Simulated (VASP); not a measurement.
```xyz
2
Lattice="0.0000 3.1644 3.1644 3.1644 0.0000 3.1644 3.1644 3.1644 0.0000" Properties=species:S:1:pos:R:3 pbc="T T T"
Mo     0.0000     0.0000     0.0000
Sb     3.1644     3.1644     3.1644
```

These are r2SCAN meta-GGA, VASP's PBE PAW potentials (set 64) (plane waves; VASP) values and carry that method's errors. Settings: 400 eV cut-off, 9×9×9 Γ-centred mesh, first-order Methfessel-Paxton smearing of 0.10 eV, potentials Mo_sv Sb.

Energy and stress use the plane-wave basis of the starting cell.

### Question
The ions, cell shape and volume are relaxed. Predict the relaxed structure.

### Answer

```xyz
2
Lattice="0.0000 2.7501 2.7501 2.7501 0.0000 2.7501 2.7501 2.7501 0.0000" Properties=species:S:1:pos:R:3 pbc="T T T"
Mo     0.0000     0.0000     0.0000
Sb     2.7501     2.7501     2.7501
```
Space group Fm-3m (225), at a tolerance of 0.03 Å.

### Question
How do energy and volume change from the first to the last step?

### Answer
The energy (σ→0) changes by -1060.1 meV/atom and the volume by -34.4 %, in 7 ionic steps.

The structure was generated: MoSb was put into the rock salt type (Fm-3m), which need not be its known phase. This run relaxes it. Symmetry was kept, so distortions that lower it aren't found. The electron count is odd and the run is not spin-polarised, which forces a metal.
